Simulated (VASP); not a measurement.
Write the native input for VASP 6.6.1 that does the following.

```yaml
Task: relaxation of cell and atoms
Functional: PBE
Potentials_or_basis: VASP PAW PBE potentials, release 64 (W)
Cutoff: 520 eV
k_mesh: 18 × 18 × 18
Occupations: gaussian, width 0.1 eV
Spin: no spin polarisation
Further_INCAR_settings: ALGO = Normal; EDIFF = 1e-07; IBRION = 2; EDIFFG = -0.002; NSW = 80; ISIF = 3
```

The structure of W lies in POSCAR:

```
W                                       
1.0
   -1.5857952372      1.5857952372      1.5857952372
    1.5857952372     -1.5857952372      1.5857952372
    1.5857952372      1.5857952372     -1.5857952372
  W             
     1
Direct
     0.0000000000000000    0.0000000000000000    0.0000000000000000
```

These files were run (other wordings do the same):

INCAR

```
PREC     = Accurate       # precision mode
ENCUT    = 520            # plane-wave cutoff, eV
EDIFF    = 1E-7           # SCF threshold, eV
ISMEAR   = 0              # smearing method
SIGMA    = 0.1            # smearing width, eV
LREAL    = False          # projectors in reciprocal space
LASPH    = True           # aspherical terms in the spheres
NELM     = 100            # most SCF steps
ALGO     = Normal         # electronic algorithm
ISIF     = 3              # what is computed and relaxed
LWAVE    = False          # write WAVECAR
LCHARG   = False          # write CHGCAR
GGA      = PE             # functional
IBRION   = 2              # ionic algorithm
NSW      = 80             # ionic steps
EDIFFG   = -0.002         # ionic threshold
```

KPOINTS

```
Automatic mesh
0
Gamma
  18 18 18
```

Potentials or basis: VASP PAW PBE potentials, release 64 (W).

Run with:

```bash
$ cat potpaw_PBE.64/W/POTCAR > POTCAR
$ mpirun -np 1 vasp_std > vasp.out
```

It gave:

* Pressure after relaxing: 0.0 GPa
* Band gap on the k mesh: none (metal or under the smearing width)

Caveat: the relaxation stopped at its first step, so nothing moved.

It took 15 s on 1 thread of AMD EPYC 7R13 Processor (Zen 3) (shared host), peak memory 0.11 GiB.
